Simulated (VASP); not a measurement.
A cell of TiB₂ (AlB2 type) near equilibrium:

```yaml
crystal:
  lattice:
    - [1.50902, -2.61370, 0.00000]
    - [1.50902, 2.61370, 0.00000]
    - [0.00000, 0.00000, 3.18648]
  atoms:
    - { symbol: Ti, position: [0.00000, 0.00000, 0.00000] }
    - { symbol: B, position: [0.33333, 0.66667, 0.50000] }
    - { symbol: B, position: [0.66667, 0.33333, 0.50000] }
```

Method: PBEsol GGA, VASP's PBE PAW potentials (set 64) (plane waves; VASP).

| run | ΔE (meV/atom) | σxx | σyy | σzz | largest shear component, with its sign (GPa) | largest force (eV/Å) |
|---|---|---|---|---|---|---|
| as it is | 0.0 | 0.20 | 0.20 | -0.05 | 0.00 | 0.000 |
| after one change | 104.9 | 5.64 | 5.64 | 5.61 | 0.00 | 3.217 |
Stress is in GPa, positive when the cell is compressed.

Problem. Which change was made?
A. atom 1 (Ti) moved by -0.200 Å along z
B. biaxial strain of +2.0 % in the yz plane with the ions relaxed
C. atom 1 (Ti) moved by -0.100 Å along y
D. atom 3 (B) moved by 0.075 Å along z

Solution. A, atom 1 (Ti) moved by -0.200 Å along z

The compound is TiB2 in the AlB2 type structure.
